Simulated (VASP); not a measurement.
```
CELL_PARAMETERS angstrom
      1.35660    -2.34970     0.00000
      1.35660     2.34970     0.00000
      0.00000     0.00000     5.04900
ATOMIC_POSITIONS crystal
  Zn 0.33333 0.66667 0.25000
  Zn 0.66667 0.33333 0.75000
```

These are PBE GGA, VASP's PBE PAW potentials (set 64) (plane waves; VASP) values and carry that method's errors. Numerical set-up: EDIFF = 1E-2, 400 eV cut-off, 14×14×7 Γ-centred mesh, first-order Methfessel-Paxton smearing of 0.10 eV, potentials Zn.

Task: Estimate the energy per atom (σ→0), pressure, band gap (on the k-mesh) with the smallest direct gap where there is one.

Result: 
The band gap (on the k-mesh) is none (metal, semimetal or under 0.01 eV), the energy per atom (σ→0) is -1.093 eV/atom and the pressure comes out as 7.71 GPa.

The compound is Zn in the hcp structure. The cell was not relaxed at this level. The run is one of a series of settings (EDIFF = 1E-2 against the base run), some of them coarse on purpose.
